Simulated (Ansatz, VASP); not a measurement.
# Cross-check of Ni between VASP and Ansatz

Aim: how closely do two programs agree when they are given the same cell, functional and k mesh?

Method: plane waves, with VASP 6.6.1 beside it; relaxation of cell and atoms at PBEsol, in Ansatz 0.2.0.

## (1) Starting point

Symmetry: Fm-3m, No. 225, cubic system. The conventional cell has a = 3.457 Å, b = 3.457 Å, c = 3.457 Å, α = 90.00°, β = 90.00°, γ = 90.00°. Nearest to Ni lie 12 Ni at 2.44 Å.

## (2) VASP: relaxation of cell and atoms, PBEsol

The relaxed volume is the usual yardstick between codes: its relative difference is about their pressure difference at one cell divided by the bulk modulus.

Lines of VASP's logs that name or quote its potential files are left out, and so is its time.

The input, INCAR:

```
SYSTEM = Ni
PREC = Accurate
ENCUT = 360
EDIFF = 1E-06
NELM = 120
ISMEAR = 1
SIGMA = 0.15
LREAL = .FALSE.
ALGO = Normal
GGA = PS
NBANDS = 12
ISPIN = 2
MAGMOM = 1
LASPH = .TRUE.
LMAXMIX = 4
LORBIT = 11
LWAVE = .FALSE.
LCHARG = .FALSE.
KPAR = 6
IBRION = 2
NSW = 30
ISIF = 3
EDIFFG = -0.02
POTIM = 0.4
```

The input, POSCAR:

```
Ni
1.0
    0.0000000000      1.7285774870      1.7285774870
    1.7285774870      0.0000000000      1.7285774870
    1.7285774870      1.7285774870      0.0000000000
Ni
1
Direct
    0.0000000000      0.0000000000      0.0000000000
```

The input, KPOINTS:

```
Automatic mesh
0
Gamma
16 16 16
0 0 0
```

The projector-augmented-wave data sets are Ni (PBE family, release 64).

On the command line:

```bash
mpirun -np 6 vasp_std
```

Numbers of over 12 decimals in the logs are rounded to 6 here.

The program printed:

```text
[banner, memory and clock lines left out]
running    6 mpi-ranks, on    1 nodes
 distrk:  each k-point on    1 cores,    6 groups
 distr:  one band on    1 cores,    1 groups

 POSCAR found type information on POSCAR Ni
 POSCAR found :  1 types and       1 ions
|                                                                             |
|           W    W    AA    RRRRR   N    N  II  N    N   GGGG   !!!           |
|           W    W   A  A   R    R  NN   N  II  NN   N  G    G  !!!           |
|           W    W  A    A  R    R  N N  N  II  N N  N  G       !!!           |
|           W WW W  AAAAAA  RRRRR   N  N N  II  N  N N  G  GGG   !            |
|           WW  WW  A    A  R   R   N   NN  II  N   NN  G    G                |
|           W    W  A    A  R    R  N    N  II  N    N   GGGG   !!!           |
|                                                                             |
|     For optimal performance we recommend to set                             |
|       NCORE = 2 up to number-of-cores-per-socket                            |
|     NCORE specifies how many cores store one orbital (NPAR=cpu/NCORE).      |
|     This setting can greatly improve the performance of VASP for DFT.       |
|     The default, NCORE=1 might be grossly inefficient on modern             |
|     multi-core architectures or massively parallel machines. Do your        |
|     Unfortunately you need to use the default for GW and RPA                |
|     calculations (for HF NCORE is supported but not extensively tested      |
|     yet).                                                                   |
|                                                                             |

|                                                                             |
|               ----> ADVICE to this user running VASP <----                  |
|                                                                             |
|     You enforced a specific xc type in the INCAR file but a different       |
|     [... a line on the potential file left out ...]
|     I HOPE YOU KNOW WHAT YOU ARE DOING!                                     |
|                                                                             |

 LDA part: xc-table for (Slater+PW92), standard interpolation
 POSCAR, INCAR and KPOINTS ok, starting setup
 FFT: planning ... GRIDC
 FFT: planning ... GRID_SOFT
 FFT: planning ... GRID
 WAVECAR not read
 entering main loop
       N       E                     dE             d eps       ncg     rms          rms(c)
DAV:   1     0.220291201009E+02    0.22029E+02   -0.35650E+03  7464   0.822E+02
DAV:   2    -0.663966192589E+01   -0.28669E+02   -0.26887E+02  7504   0.143E+02
DAV:   3    -0.733355062717E+01   -0.69389E+00   -0.69160E+00  7924   0.250E+01
DAV:   4    -0.733848036505E+01   -0.49297E-02   -0.49291E-02  8092   0.184E+00
DAV:   5    -0.733856852570E+01   -0.88161E-04   -0.88160E-04  8132   0.234E-01    0.111E+01
DAV:   6    -0.648470160087E+01    0.85387E+00   -0.15456E+01  8804   0.528E+01    0.596E+00
DAV:   7    -0.616265529938E+01    0.32205E+00   -0.24637E+00  8772   0.194E+01    0.200E+00
DAV:   8    -0.614470870674E+01    0.17947E-01   -0.20482E-02  9500   0.117E+00    0.100E+00
DAV:   9    -0.614196452886E+01    0.27442E-02   -0.14009E-03 10432   0.260E-01    0.295E-01
DAV:  10    -0.614116134881E+01    0.80318E-03   -0.88979E-04 10168   0.188E-01    0.394E-02
DAV:  11    -0.614116398584E+01   -0.26370E-05   -0.91362E-06  8412   0.264E-02    0.232E-02
DAV:  12    -0.614116484633E+01   -0.86049E-06   -0.21294E-06  5820   0.107E-02
   1 F= -.61411648E+01 E0= -.61413110E+01  d E =-.614116E+01  mag=     0.5823
 curvature:   0.00 expect dE= 0.000E+00 dE for cont linesearch  0.000E+00
 trial: gam= 0.00000 g(F)=  0.357E-62 g(S)=  0.212E-04 ort = 0.000E+00 (trialstep = 0.100E+01)
 search vector abs. value=  0.212E-04
 reached required accuracy - stopping structural energy minimisation
```

Parts of OUTCAR (step 2):

```text
ion  position               nearest neighbor table
   1  0.000  0.000  0.000-

  LATTYP: Found a face centered cubic cell.
 ALAT       =     3.4571549740

 Subroutine GETGRP returns: Found 48 space group operations
 (whereof 48 operations were pure point group operations)

The static configuration has the point symmetry O_h .

 Found    145 irreducible k-points:

   k-points           NKPTS =    145   k-points in BZ     NKDIM =    145   number of bands    NBANDS=     12

   dimension x,y,z NGX =    16 NGY =   16 NGZ =   16
   dimension x,y,z NGXF=    32 NGYF=   32 NGZF=   32

   ENCUT  =  360.0 eV  26.46 Ry    5.14 a.u.   3.78  3.78  3.78*2*pi/ulx,y,z

   NELECT =      10.0000    total number of electrons

 k-points in reciprocal lattice and weights: Automatic mesh
   0.00000000  0.00000000  0.00000000       0.000
   0.06250000  0.00000000  0.00000000       0.002
   0.12500000  0.00000000  0.00000000       0.002
   0.18750000  0.00000000  0.00000000       0.002
   0.25000000  0.00000000  0.00000000       0.002
   0.31250000  0.00000000  0.00000000       0.002
   0.37500000  0.00000000  0.00000000       0.002
   0.43750000  0.00000000  0.00000000       0.002
   0.50000000  0.00000000  0.00000000       0.001
[...]
-0.31250000  0.50000000  0.18750000       0.003
  -0.25000000  0.50000000  0.25000000       0.001

 average (electrostatic) potential at core
       1 -81.2133

 E-fermi :   9.9534

 spin component 1
 k-point     1 :       0.0000    0.0000    0.0000
  band No.  band energies     occupation
    ...
      2       7.4093      1.00000
      3       7.4093      1.00000
      4       7.4093      1.00000
      5       8.6726      1.00000
      6       8.6726      1.00000
      7      34.0774      0.00000
      8      38.3280      0.00000
      9      38.3280      0.00000
     10      38.3280      0.00000
     11      41.4364      0.00000
    ...

 k-point     2 :       0.0625    0.0000    0.0000
  band No.  band energies     occupation
    ...
      2       7.3658      1.00000
      3       7.4463      1.00000
      4       7.4463      1.00000
      5       8.6566      1.00000
      6       8.6566      1.00000
      7      33.6157      0.00000
      8      36.4697      0.00000
      9      37.9822      0.00000
     10      37.9822      0.00000
     11      41.9522      0.00000
    ...

 k-point     3 :       0.1250    0.0000    0.0000
  band No.  band energies     occupation
    ...
      2       7.2516      1.00000
      3       7.5394      1.00000
      4       7.5394      1.00000
      5       8.6261      1.00000
      6       8.6261      1.00000
      7      31.3336      0.00000
      8      35.2447      0.00000
      9      37.3312      0.00000
     10      37.3312      0.00000
     11      42.4963      0.00000
    ...

 k-point     4 :       0.1875    0.0000    0.0000
  band No.  band energies     occupation
    ...
      2       7.1153      1.00000
      3       7.6318      1.00000
      4       7.6318      1.00000
      5       8.6353      1.00000
      6       8.6353      1.00000
      7      28.1078      0.00000
      8      34.7795      0.00000
      9      36.7172      0.00000
     10      36.7172      0.00000
     11      42.5258      0.00000
    ...

 k-point     5 :       0.2500    0.0000    0.0000
  band No.  band energies     occupation
    ...
      2       7.0490      1.00000
      3       7.6516      1.00000
      4       7.6516      1.00000
      5       8.7476      1.00000
      6       8.7477      1.00000
      7      24.8732      0.00000
      8      34.2372      0.00000
      9      36.2250      0.00000
     10      36.2250      0.00000
     11      41.8982      0.00000
    ...

 k-point     6 :       0.3125    0.0000    0.0000
  band No.  band energies     occupation
    ...
      2       7.2262      1.00000
      3       7.5927      1.00000
      4       7.5927      1.00000
      5       8.9531      1.00000
      6       8.9531      1.00000
      7      21.8251      0.00000
      8      33.6138      0.00000
      9      35.8660      0.00000
     10      35.8660      0.00000
     11      40.4914      0.00000
    ...

  Total        0.0135257      0.0135257      0.0135257      0.0000000      0.0000000     -0.0000000
  in kB        2.0978431      2.0978431      2.0978431      0.0000000      0.0000000     -0.0000000
  external PRESSURE =       2.0978431 kB  Pullay stress =       0.0000000 kB

  energy-cutoff  :      360.00
  volume of cell :       10.33
      direct lattice vectors                 reciprocal lattice vectors
     0.000000000  1.728577487  1.728577487    -0.289255185  0.289255185  0.289255185
     1.728577487  0.000000000  1.728577487     0.289255185 -0.289255185  0.289255185
     1.728577487  1.728577487  0.000000000     0.289255185  0.289255185 -0.289255185

 POSITION                                       TOTAL-FORCE (eV/Angst)
 -----------------------------------------------------------------------------------
      0.00000      0.00000      0.00000         0.000000     -0.000000      0.000000
 -----------------------------------------------------------------------------------
    total drift:                                0.000000      0.000000      0.000000

  FREE ENERGIE OF THE ION-ELECTRON SYSTEM (eV)
  ---------------------------------------------------
  free  energy   TOTEN  =        -6.1411648463 eV

  energy  without entropy=       -6.1416032576  energy(sigma->0) =       -6.14131098

 reached required accuracy - stopping structural energy minimisation

 total charge
# of ion       s       p       d       tot
------------------------------------------
    1        0.523   0.551   8.330   9.404

 magnetization (x)
# of ion       s       p       d       tot
------------------------------------------
    1       -0.007  -0.024   0.618   0.588

[... 6 further parts left out ...]
```

(Continued in part 2 of 2.)

[Lines on the potential files, build, host, timing and source positions are cut from VASP's logs without a mark.]

[Logs are printed without paths, hosts, clocks, repeated set-up lines and the standing remarks that a program may print on its own settings, such as how far it seeks lower states.]

[Hosts, paths, dates, database ids (printed as entryN), source tags and the programs' standing remarks are cut or masked in the printed files.]
